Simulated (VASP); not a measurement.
```yaml
crystal:
  lattice:
    - [0.00000, 2.73000, 2.73000]
    - [2.73000, 0.00000, 2.73000]
    - [2.73000, 2.73000, 0.00000]
  atoms:
    - { symbol: Ca, position: [0.00000, 0.00000, 0.00000] }
    - { symbol: F, position: [0.25000, 0.25000, 0.25000] }
    - { symbol: F, position: [0.75000, 0.75000, 0.75000] }
```

All values below come from AM05 GGA, VASP's PBE PAW potentials (set 64) (plane waves; VASP). Settings: 520 eV cut-off, 6×6×6 Γ-centred mesh, Gaussian smearing of 0.050 eV, potentials Ca_sv F.

Task: What does the run give for the energy per atom (σ→0), band gap (on the k-mesh) with the smallest direct gap where there is one?

Result: 
```yaml
band gap (on the k-mesh): 7.34 eV
smallest direct gap (on the k-mesh): 7.59 eV
energy per atom (σ→0): -5.802 eV/atom
```

The compound is CaF2 in the fluorite structure. The cell was not relaxed at this level. The start is the result of an earlier pass.
